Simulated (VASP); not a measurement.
Level of theory: r2SCAN meta-GGA, VASP's PBE PAW potentials (set 64) (plane waves; VASP).

The input files of a VASP run:

POSCAR:
```
SiRu
1
    3.3165650000     0.0000000000     0.0000000000
   -1.6582820000     2.8722300000     0.0000000000
    0.0000000000     0.0000000000     3.2368030000
Ru Si
1 1
Direct
  0.0000000000   0.0000000000   0.0000000000
  0.6666670000   0.3333330000   0.5000000000
```

INCAR:
```
ALGO  =  Normal
EDIFF  =  1E-6
EDIFFG  =  -0.01
ENCUT  =  400
IBRION  =  2
ISIF  =  3
ISMEAR  =  1
LASPH  =  .TRUE.
LCHARG  =  .FALSE.
LMAXMIX  =  4
LMIXTAU  =  .TRUE.
LREAL  =  .FALSE.
LWAVE  =  .FALSE.
METAGGA  =  R2SCAN
NELM  =  100
NSW  =  60
PREC  =  Accurate
SIGMA  =  0.1
SYSTEM  =  SiRu
```

**KPOINTS**
```
Automatic mesh
0
Gamma
11 11 10
0 0 0
```

POTCAR, in this order: Ru_pv Si (PBE.64 set). Program: vasp_std.

Energy and stress use the plane-wave basis of the starting cell.

Problem. What does the run give for the energy per atom (σ→0), volume per atom, band gap (on the k-mesh)?

Solution. 
```yaml
energy per atom (σ→0): -17.617 eV/atom
band gap (on the k-mesh): none (metal, semimetal or under 0.01 eV)
volume_per_atom: 14.11 Å³/atom
```

OSZICAR:
```
...
DAV:   4    -0.352342013908E+02   -0.96719E-04   -0.12975E-04  2721   0.118E-01    0.221E-02
DAV:   5    -0.352341836872E+02    0.17704E-04   -0.24568E-05  3166   0.427E-02    0.121E-02
DAV:   6    -0.352342011470E+02   -0.17460E-04   -0.25652E-05  2786   0.468E-02    0.424E-03
DAV:   7    -0.352341947740E+02    0.63730E-05   -0.68603E-06  2806   0.257E-02    0.238E-03
DAV:   8    -0.352341988399E+02   -0.40658E-05   -0.33899E-07  1463   0.611E-03    0.587E-04
DAV:   9    -0.352341971880E+02    0.16518E-05   -0.53713E-08  1348   0.213E-03    0.129E-04
DAV:  10    -0.352341978190E+02   -0.63098E-06   -0.15283E-08  1338   0.987E-04
  10 F= -.35234198E+02 E0= -.35234191E+02  d E =-.262176E-03
```

The structure was generated: SiRu was put into the WC type (P-6m2), which need not be its known phase. This run relaxes it. Symmetry was kept, so distortions that lower it aren't found.
